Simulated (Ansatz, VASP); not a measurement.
# Ba4NaZn4P4F4 in two plane-wave programs, part 2 of 2

One calculation is typed for both programs; each brings its own data sets and cutoff. How far apart do they land?  The structure shown is the end of the VASP relaxation below.

VASP 6.6.1 and Ansatz 0.2.0.

So far: The structure; VASP: relaxation, PBE.

## (3) Ansatz: single point, PBE

Level of this step: Ansatz beside VASP: Kohn-Sham DFT, plane waves, PBE (Ansatz).

Ansatz runs on its default PAW (the set named soft_2) files.

The same cell, functional, mesh and smearing now go to Ansatz, which takes its cutoff from its data sets.

The input, input.yaml:

```yaml
crystal:
  lattice:
    - [4.18965645, 4.18965645, 0.0]
    - [-4.18965645, 4.18965645, 0.0]
    - [0.0, 0.0, 9.55527353]
  atoms:
    - { symbol: Ba, position: [0.24903012, 0.25000892, 0.72876986] }
    - { symbol: Ba, position: [0.74974122, 0.74971414, 0.65602114] }
    - { symbol: Ba, position: [0.24953286, 0.74976737, 0.31041268] }
    - { symbol: Ba, position: [0.74948934, 0.24973449, 0.3103234] }
    - { symbol: Zn, position: [0.98643458, 0.98735075, 0.00020945] }
    - { symbol: Zn, position: [0.51260905, 0.51258272, 0.00027878] }
    - { symbol: Zn, position: [0.51238304, 0.9867538, 0.99983121] }
    - { symbol: Zn, position: [0.98698233, 0.51317302, 0.00033508] }
    - { symbol: P, position: [0.24943768, 0.75013542, 0.85842686] }
    - { symbol: P, position: [0.74959713, 0.25037391, 0.85844662] }
    - { symbol: P, position: [0.24952397, 0.25013273, 0.13638366], spin: 0.6 }
    - { symbol: P, position: [0.74955946, 0.75013347, 0.15641822] }
    - { symbol: F, position: [0.00801016, 0.00841055, 0.49499153], spin: 0.6 }
    - { symbol: F, position: [0.49141771, 0.49102138, 0.49502387] }
    - { symbol: F, position: [0.49111292, 0.00804486, 0.49516025] }
    - { symbol: F, position: [0.00843228, 0.49133966, 0.49511178] }
    - { symbol: Na, position: [0.2496889, 0.24982422, 0.42357175], spin: 0.6 }
hamiltonian:
  xc: pbe
  pseudopotentials: { kind: paw }
magnetization:
  spin_polarized: true
kpoints:
  mp_grid: { grid: [2, 2, 1] }
scf:
  occupations: { method: gaussian, width: 0.05 }
  n_extra_bands: 10
output:
  forces: true
  eigenvalues: true
```

Command:

```console
ansatz run input.yaml --threads 8 --pin off --max-ram 18432MiB --backend cpu --events-out ev --progress --plain --runs-dir out
```

Numbers of over 12 decimals in the logs are rounded to 6 here.

What it wrote:

```text
Warning: the band count 83 (scf.n_extra_bands) hosts the net moment |M| = 1.8000 μB (N_el = 145) but caps the reachable moment at 2·n_bands − N_el = 21.0000 μB, below the 91 bands that the automatic rule leaves for it — a moment growing past the seed, or the majority channel's smearing tail, pins there with fewer empty majority states than that count leaves; raise or omit scf.n_extra_bands unless the cap is intended
scf.n_extra_bands = 10 over 73 filled bands (N_el = 145.0): the run solves 83 bands
Engine: ansatz 0.2.0, aarch64-unknown-linux-gnu
Pseudopotentials: kind: paw
Pseudopotential: Ba, paw, valence charge 10, recommended cutoff 420 eV (normal), Ba.paw.azcp
Pseudopotential: Zn, paw, valence charge 12, recommended cutoff 420 eV (normal), Zn.paw.azcp
Pseudopotential: P, paw, valence charge 5, recommended cutoff 420 eV (normal), P.paw.azcp
Pseudopotential: F, paw, valence charge 7, recommended cutoff 420 eV (normal), F.paw.azcp
Pseudopotential: Na, paw, valence charge 9, recommended cutoff 420 eV (normal), Na.paw.azcp
Functional definition: PBE
  parameter kappa = 0.804
  parameter beta = 0.066725
  exchange = pbe_x(kappa = kappa, mu = beta*pi^2/3)
  correlation = pbe_c(beta = beta)
Crystal: 17 atoms, lattice volume = 335.452 Å³
Basis set: ecut = 420 eV, 6495 PW (Γ), exchange–correlation on 80×80×128 points (8 copies of the dense FFT grid, shifted against one another)
Bands: 83, of which v1, the nominal top of the filled ones, is band 73 counted from 1 (72 counted from 0)
Symmetry: 1 space group operations
Space group: P1 (ITA 1), of the structure as read, at distance tolerance 6.9e-5 Å
Magnetic group: BNS 1.1 (UNI 1), of the structure as read, at distance tolerance 6.9e-5 Å
k-points: 4
Non-local potential: Ba, projectors of the file, l = 0: 3, l = 1: 2, l = 2: 2, l = 3: 2
Non-local potential: Zn, projectors of the file, l = 0: 2, l = 1: 2, l = 2: 3, l = 3: 1
Non-local potential: P, projectors of the file, l = 0: 2, l = 1: 2, l = 2: 2
Non-local potential: F, projectors of the file, l = 0: 2, l = 1: 2, l = 2: 1
Non-local potential: Na, projectors of the file, l = 0: 3, l = 1: 2, l = 2: 1
PAW form: soft (Blöchl's): semilocal exchange-correlation on the pseudo side does not see the compensation charge
PAW one-centre angular grid: Ba, 194 points (default); XC on 64 Gauss nodes
PAW one-centre angular grid: Zn, 590 points (default); XC on 64 Gauss nodes
PAW one-centre angular grid: P, 110 points (default); XC on 64 Gauss nodes
PAW one-centre angular grid: F, 110 points (default); XC on 64 Gauss nodes
PAW one-centre angular grid: Na, 110 points (default); XC on 64 Gauss nodes
Initial density: superposition of atomic densities (chi_scale 0.1, normalization cell, long waves of neutral atoms (reshape's long-wave potential 3.10 eV rms, cloud 2.72 Å wide))
Starting moments: Σ|m| = 1.8 μB on 3 of 17 sites
Initial wavefunctions: pseudopotential atomic-orbital guess
Functional: x = pbe(κ = 0.804, μ = 0.219515), c = pbe(β = 0.066725)
SCF iter   1: F=—  HF=-44913.820192 eV  |F-HF|=—  |Δ(HF+E_count)|=         —  Δρ=2.32e-1 (↑2.32e-1 ↓2.25e-1)  dr2=1.64e3  dr2_m=8.71e-1  M=0.431 μB ∫|m|=0.775 μB  β_m=0.30  ethr=3.10e-3  ⟨swp⟩=12.5  Hψ=4027  notcnv=0
preconditioner: auto → Resta (q_TF=auto, 2.372 Å⁻¹)  ε∞=5.8  [insulator: Δε(μ)=0.078 eV  Ē_g=10.490 eV  σ=0.050 eV  W_gap=0.72  n_scr=74 (ndim 8)  ℏωp=23.0 eV  f_vac=0.000  D(μ)=9.39/eV (n_scr^D=66)  ε∞_Penn≈5.8]
spin=Collinear: Resta preconditioning applied to the charge; magnetization (m = ρ↑ − ρ↓) channel mixes plain (no charge-response kernel on spin).
SCF iter   2: F=—  HF=-44850.950050 eV  |F-HF|=—  |Δ(HF+E_count)|=    6.29e1  Δρ=8.36e-2 (↑7.52e-2 ↓8.36e-2)  dr2=6.37e1  dr2_m=5.91e-1  M=0.000 μB ∫|m|=0.208 μB  β_m=0.30  ethr=3.10e-3  ⟨swp⟩=8.8  Hψ=3338  notcnv=0  defer=23
SCF iter   3: F=—  HF=-44838.838620 eV  |F-HF|=—  |Δ(HF+E_count)|=    1.21e1  Δρ=4.34e-2 (↑3.72e-2 ↓4.34e-2)  dr2=1.96e1  dr2_m=2.94e-1  M=0.000 μB ∫|m|=0.164 μB  β_m=0.30  ethr=3.10e-3  ⟨swp⟩=5.2  Hψ=1536  notcnv=0  defer=24
SCF iter   4: F=—  HF=-44834.795935 eV  |F-HF|=—  |Δ(HF+E_count)|=    4.04e0  Δρ=1.10e-2 (↑1.10e-2 ↓1.09e-2)  dr2=8.89e-1  dr2_m=1.50e-1  M=0.006 μB ∫|m|=0.130 μB  β_m=0.30  ethr=3.10e-3  ⟨swp⟩=5.4  Hψ=1712  notcnv=0  defer=24
SCF iter   5: F=—  HF=-44834.789561 eV  |F-HF|=—  |Δ(HF+E_count)|=   6.37e-3  Δρ=7.99e-3 (↑5.80e-3 ↓7.99e-3)  dr2=4.49e-1  dr2_m=7.89e-2  M=0.004 μB ∫|m|=0.098 μB  β_m=0.30  ethr=6.13e-4  ⟨swp⟩=4.2  Hψ=1446  notcnv=0  defer=24
Mixer restart at iter 5: flushing history
spin-set hold released at iteration 5 (site moments contracting): the magnetisation degrees of freedom join the quasi-Newton model from the next iteration; the mixer history was flushed
SCF iter   6: F=—  HF=-44834.775850 eV  |F-HF|=—  |Δ(HF+E_count)|=   1.37e-2  Δρ=5.36e-3 (↑4.30e-3 ↓5.36e-3)  dr2=2.05e-1  dr2_m=4.16e-2  M=0.001 μB ∫|m|=0.079 μB  β_m=0.58  ethr=3.09e-4  ⟨swp⟩=3.5  Hψ=856  notcnv=0  defer=24
SCF iter   7: F=—  HF=-44834.805037 eV  |F-HF|=—  |Δ(HF+E_count)|=   2.92e-2  Δρ=1.67e-3 (↑1.34e-3 ↓1.67e-3)  dr2=3.32e-2  dr2_m=1.64e-3  M=-0.000 μB ∫|m|=0.025 μB  β_m=0.61  ethr=1.42e-4  ⟨swp⟩=5.4  Hψ=1493  notcnv=0  defer=24
SCF iter   8: F=—  HF=-44834.812386 eV  |F-HF|=—  |Δ(HF+E_count)|=   7.35e-3  Δρ=5.17e-4 (↑5.17e-4 ↓5.16e-4)  dr2=5.51e-3  dr2_m=1.06e-4  M=-0.000 μB ∫|m|=0.005 μB  β_m=0.69  ethr=2.29e-5  ⟨swp⟩=2.8  Hψ=1218  notcnv=0  defer=24
SCF iter   9: F=—  HF=-44834.815040 eV  |F-HF|=—  |Δ(HF+E_count)|=   2.65e-3  Δρ=4.38e-4 (↑4.30e-4 ↓4.38e-4)  dr2=1.79e-3  dr2_m=2.57e-5  M=-0.000 μB ∫|m|=0.001 μB  β_m=0.61  ethr=3.80e-6  ⟨swp⟩=2.0  Hψ=1152  notcnv=0  defer=24
SCF iter  10: F=—  HF=-44834.815229 eV  |F-HF|=—  |Δ(HF+E_count)|=   1.89e-4  Δρ=8.89e-5 (↑8.89e-5 ↓8.47e-5)  dr2=1.55e-4  dr2_m=2.56e-6  M=0.000 μB ∫|m|=0.001 μB  β_m=0.80  ethr=1.24e-6  ⟨swp⟩=2.0  Hψ=1122  notcnv=0  defer=24
SCF iter  11: F=—  HF=-44834.815400 eV  |F-HF|=—  |Δ(HF+E_count)|=   1.71e-4  Δρ=2.69e-5 (↑2.40e-5 ↓2.69e-5)  dr2=1.43e-5  dr2_m=2.33e-7  M=0.000 μB ∫|m|=0.000 μB  β_m=0.90  ethr=1.07e-7  ⟨swp⟩=2.2  Hψ=1161  notcnv=0  defer=24
SCF iter  12: F=—  HF=-44834.815166 eV  |F-HF|=—  |Δ(HF+E_count)|=   2.34e-4  Δρ=7.71e-6 (↑7.59e-6 ↓7.71e-6)  dr2=1.16e-6  dr2_m=1.34e-9  M=-0.000 μB ∫|m|=0.000 μB  β_m=0.95  ethr=9.83e-9  ⟨swp⟩=2.8  Hψ=1255  notcnv=0  defer=24
SCF iter  13: F=—  HF=-44834.815167 eV  |F-HF|=—  |Δ(HF+E_count)|=   5.76e-7  Δρ=6.14e-6 (↑6.14e-6 ↓5.65e-6)  dr2=3.34e-7  dr2_m=6.68e-10  M=-0.000 μB ∫|m|=0.000 μB  β_m=0.90  ethr=7.97e-10  ⟨swp⟩=2.0  Hψ=1221  notcnv=0  defer=24
SCF iter  14: F=—  HF=-44834.815167 eV  |F-HF|=—  |Δ(HF+E_count)|=   2.72e-9  Δρ=3.59e-6 (↑3.34e-6 ↓3.59e-6)  dr2=1.04e-7  dr2_m=2.09e-10  M=-0.000 μB ∫|m|=0.000 μB  β_m=0.82  ethr=6.90e-11  ⟨swp⟩=17.0  Hψ=4639  notcnv=0
SCF iter  15: F=-44834.815167 eV  HF=-44834.815167 eV  |F-HF|=1.51e-8  |Δ(HF+E_count)|=   1.09e-8  Δρ=1.19e-6 (↑1.13e-6 ↓1.19e-6)  dr2=1.49e-8  dr2_m=3.07e-11  M=-0.000 μB ∫|m|=0.000 μB  ethr=6.90e-11  ⟨swp⟩=4.0  Hψ=2213  notcnv=0
SCF 1 converged in 15 iterations: F = -44834.815167 eV  dr2 = 1.49e-8
  greatest PAW one-centre occupation: 0.999 electrons in one spin orbital (limit 2), on the Na atom at site 16 (counted from 0), in its partial waves of l = 0
WARN: the starting moments were not kept: the SCF closed with an absolute magnetisation of 6.5e-6 μB, where they sum to 1.8 μB in size (3 sites). That is at most 0.1 of that sum. Measured as dr2_m measures the in/out step, that magnetisation stands 4.6e-12 eV from none, at or under the dr2_threshold of 1.0e-7 eV: it is no larger than a step whose dr2_m would equal this threshold. The system may hold no moment; this S [...]
SCF converged after 15 iterations
Magnetization: -0.0000 μB (72.5000 up, 72.5000 down)
Absolute magnetization: 0.0000 μB (∫|ρ↑−ρ↓|, with the PAW one-centre terms)
Spin contamination: 0.0000 ħ² per cell (⟨S²⟩ above its minimum at these occupations)
Per-site moments (μB) at R_I (Å): [(-3.587898144259758e-8, 1.202955), (-1.8721681562044032e-8, 1.095545), (-2.5225677721928973e-8, 1.129677), (-2.5705746728729742e-8, 1.129432), (-1.2799311645360132e-9, 1.024897), (-1.108876280798548e-9, 1.025298), (-3.450238021917073e-8, 1.025386), (-3.4033712788150777e-8, 1.025002), (-9.54573408371104e-8, 1.028643), (-8.874285166406756e-8, 1.028944), (1.18816203096538e-6, 1.054806), (-3.9289649028196165e-8, 1.024897), (7.331393805922527e-7, 0.881077), (-1.8301541743387997e-8, 0.880846), (-2.2174321202497993e-8, 0.881472), (-2.30511741250375e-8, 0.880704), (-4.3273042494144635e-8, 0.880704)]
Free energy (F): -44834.815167 eV
Harris-Foulkes:  -44834.815167 eV  (|F-HF|=1.51e-8)
Internal energy: -44834.814970 eV  (E = F + TS)
E sigma→0 (E₀):  -44834.815068 eV
Entropy (-TS):   -0.000197 eV (-0.012 meV/atom)
Fermi energy:    10.276439 eV
--- Per-component energies (eV) ---
  E_band       = -226.976122
  E_kinetic    = 2435.454185
  E_local      = -13182.293860  (includes V_loc(G=0)·N_el)
  E_nonlocal   = 3221.592940
  E_hartree    = 5408.899350
  E_xc         = -1835.795492
  E_vxc        = -1466.560716  (∫ρ·V_xc dr)
  E_paw        = -31550.494605  (= ΣΔE_a)
  E_vpaw       = -2052.971837  (= ΣTr[D̂ρ^β])
  E_aug_tail   = 0.006759  (compensation charges beyond the density's cutoff)
  E_ewald      = -9332.184245
  E_smearing   = -0.000197  (= −TS)
  E_closure    = -0.000000  (closes the sum)
  Σ components = -44834.815167   (vs F -44834.815167, Δ=0.00e0)
--- Forces (eV/Å), atoms counted from 1 ---
  atom   1  Ba     0.00818547     0.00965982     0.06868813
  atom   2  Ba    -0.00636976    -0.00176236    -0.09528499
  atom   3  Ba    -0.00056762     0.00497064     0.02658541
  atom   4  Ba     0.00061420     0.00432867     0.02817242
  atom   5  Zn     0.00384934    -0.01735808     0.01376918
  atom   6  Zn    -0.00678413     0.01933164     0.01224037
  atom   7  Zn     0.01724984     0.00525296     0.02285104
  atom   8  Zn    -0.01926214    -0.00543148     0.01438873
  atom   9  P      0.00357737    -0.00172085     0.01354585
  atom  10  P     -0.00032543    -0.00855867     0.01348358
  atom  11  P      0.00593142    -0.00231980    -0.01546341
  atom  12  P     -0.00135675    -0.00325860     0.03139015
  atom  13  F      0.00082593    -0.15871791     0.00886984
  atom  14  F     -0.00376218     0.16077695     0.00775741
  atom  15  F      0.15379204    -0.00040551     0.00373433
  atom  16  F     -0.16238405    -0.00193001     0.00937471
  atom  17  Na     0.00678672    -0.00285826    -0.16418464
  max |Σ_I F_I| component: 8.19e-5 eV/Å
--- Band table (eV; the first three rows and the last of 8) ---
  k-point 0 ↑: bands = [... 69 lower, 7.9736, 8.6095, 8.6109, 8.7636, 10.1731, 10.3798, 10.9095, 11.3420, ... 6 higher]
  k-point 1 ↑: bands = [... 69 lower, 7.3645, 7.6991, 7.7562, 11.0621, 11.2559, 11.2894, 11.5596, 11.6331, ... 6 higher]
  k-point 2 ↑: bands = [... 69 lower, 7.3641, 7.6989, 7.7566, 11.0624, 11.2568, 11.2896, 11.5595, 11.6329, ... 6 higher]
  k-point 3 ↓: bands = [... 69 lower, 7.6478, 7.7035, 7.7053, 10.5141, 10.5268, 10.5280, 10.5428, 11.1840, ... 6 higher]
```

The job ended after 8.1 s (8 threads of Arm Neoverse N1, shared host; peak memory 1.3 GiB).

The column dr2 measures how far the density is from self-consistency, as an energy; F and HF (Harris–Foulkes) agree once it is small.

## (4) Side by side

Known differences besides the PAW data sets themselves: the data sets hold 145 valence electrons in Ansatz (default PAW (the set named soft_2) files) and 137 in VASP; the cutoff is 420 eV in Ansatz and 400 eV in VASP (PREC = Normal, projectors in real space); VASP leaves aspherical gradient terms in its spheres out (LASPH is not set), Ansatz keeps them. Total energies have different zeros and are not compared.

At this near-relaxed geometry the largest component of a force difference is 189 meV/Å.

## (5) Looking for the cause

The difference is large enough to ask for its cause, so further runs change the set-up of one program at a time, as the table lists.

```csv
run,r.m.s. force difference (meV/Å)
as above,61
Ansatz's larger PAW set (cutoff 1300 eV),62
norm-conserving potentials (cutoff 1320 eV),62
```

## (6) Summary of results

```
r.m.s. force difference (single point, PBE) : 61 meV/Å
```

In words: The r.m.s. force difference is 61 meV/Å (single point, PBE), beyond the 12 meV/Å picked in this series as the mark of a large difference. For single point, PBE: no further run halves the r.m.s. force difference; only Ansatz's side was varied, and Ansatz's runs with other potentials lie closer to each other than to VASP, which for this quantity points to VASP's side; this was not tested here. How closely two codes agree says nothing of how well the functional describes the real material.

[Lines on the potential files, build, host, timing and source positions are cut from VASP's logs without a mark.]

[Logs are printed without paths, hosts, clocks, repeated set-up lines and the standing remarks that a program may print on its own settings, such as how far it seeks lower states.]

[Hosts, paths, dates, database ids (printed as entryN), source tags and the programs' standing remarks are cut or masked in the printed files.]
